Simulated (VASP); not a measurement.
Calculation: PBE GGA, VASP's PBE PAW potentials (set 64) (plane waves; VASP 6.6.1).

VASP ran on this input.

### KPOINTS
```
k-points along high-symmetry lines
15
Line-mode
Reciprocal
  0.000000   0.000000   0.000000 ! GAMMA
  0.000000   0.500000   0.000000 ! X

  0.000000   0.500000   0.000000 ! X
  0.500000   0.500000   0.000000 ! M

  0.500000   0.500000   0.000000 ! M
  0.000000   0.000000   0.000000 ! GAMMA

  0.000000   0.000000   0.000000 ! GAMMA
  0.500000   0.500000   0.500000 ! R

  0.500000   0.500000   0.500000 ! R
  0.000000   0.500000   0.000000 ! X

  0.500000   0.500000   0.500000 ! R
  0.500000   0.500000   0.000000 ! M
```

POSCAR:
```
LaP
7.2776670
  0.4999999922   0.0000000000   0.0000000000
  0.0000000000   0.4999999922   0.0000000000
  0.0000000000   0.0000000000   0.4999999922
La P
1 1
direct
  0.0000000000   0.0000000000   0.0000000000
  0.5000000000   0.5000000000   0.5000000000
```

INCAR:
```
ALGO  =  Normal
EDIFF  =  1E-7
ENCUT  =  400
GGA  =  PE
ICHARG  =  11
ISMEAR  =  0
LASPH  =  .True.
LCHARG  =  .False.
LMAXMIX  =  6
LORBIT  =  11
LREAL  =  .False.
LWAVE  =  .False.
NELM  =  100
PREC  =  Accurate
SIGMA  =  0.05
SYSTEM  =  LaP
```

POTCAR, in this order: La P (PBE.64 set). Program: vasp_std. Read from the step before: CHGCAR.

The run wrote:

**OSZICAR**
```
       N       E                     dE             d eps       ncg     rms          rms(c)
DAV:   1     0.123788092366E+03    0.12379E+03   -0.50559E+03  2168   0.145E+03
DAV:   2    -0.262712975906E+01   -0.12642E+03   -0.12322E+03  2992   0.243E+02
DAV:   3    -0.123323105422E+02   -0.97052E+01   -0.94566E+01  3248   0.998E+01
DAV:   4    -0.129403934892E+02   -0.60808E+00   -0.56072E+00  3960   0.173E+01
DAV:   5    -0.129867249110E+02   -0.46331E-01   -0.44855E-01  3436   0.463E+00
DAV:   6    -0.129897829320E+02   -0.30580E-02   -0.30287E-02  3872   0.109E+00
DAV:   7    -0.129899291370E+02   -0.14621E-03   -0.14604E-03  3284   0.233E-01
DAV:   8    -0.129899419826E+02   -0.12846E-04   -0.12839E-04  3908   0.787E-02
DAV:   9    -0.129899425636E+02   -0.58101E-06   -0.58113E-06  3280   0.148E-02
DAV:  10    -0.129899426473E+02   -0.83685E-07   -0.83497E-07  3300   0.501E-03
   1 F= -.12989943E+02 E0= -.12987890E+02  d E =-.410615E-02
```

File OUTCAR:
```
 val. band max:        8.6175286886   @ k =   0.0000   0.3929   0.0000

 cond. band min:       8.6325916973   @ k =   0.5000   0.5000   0.0000



 k-point     1 :       0.0000    0.0000    0.0000
  band No.  band energies     occupation
      1     -24.0609      2.00000
      2      -7.3754      2.00000
      3      -7.3754      2.00000
      4      -7.3754      2.00000
      5      -1.5797      2.00000
      6       7.7225      2.00000
      7       7.7225      2.00000
      8       8.6927      0.04352
      9       8.6927      0.04352
     10       8.6927      0.04352
     11      10.8393      0.00000
     12      10.8393      0.00000

 k-point     2 :       0.0000    0.0357    0.0000
  band No.  band energies     occupation
      1     -24.0596      2.00000
      2      -7.3930      2.00000
      3      -7.3739      2.00000
      4      -7.3739      2.00000
      5      -1.5606      2.00000
      6       7.6935      2.00000
      7       7.7317      2.00000
      8       8.6792      0.10185
      9       8.6792      0.10185
     10       8.6961      0.03437
     11      10.8355      0.00000
     12      10.8389      0.00000

 k-point     3 :       0.0000    0.0714    0.0000
  band No.  band energies     occupation
      1     -24.0560      2.00000
      2      -7.4443      2.00000
      3      -7.3695      2.00000
      4      -7.3695      2.00000
      5      -1.5045      2.00000
      6       7.5912      2.00000
      7       7.7592      2.00000
      8       8.6391      0.61540
      9       8.6391      0.61540
     10       8.7299      0.00212
     11      10.8243      0.00000
     12      10.8375      0.00000

 k-point     4 :       0.0000    0.1071    0.0000
  band No.  band energies     occupation
      1     -24.0502      2.00000
      2      -7.5251      2.00000
      3      -7.3625      2.00000
      4      -7.3625      2.00000
      5      -1.4145      2.00000
      6       7.3958      2.00000
      7       7.8047      2.00000
...
```

The density is held fixed in this step, so its total energy and stress have no physical meaning.

The structure was generated: LaP was put into the CsCl type type (Pm-3m), which need not be its known phase. It was relaxed first, which changed the volume by -29 %.
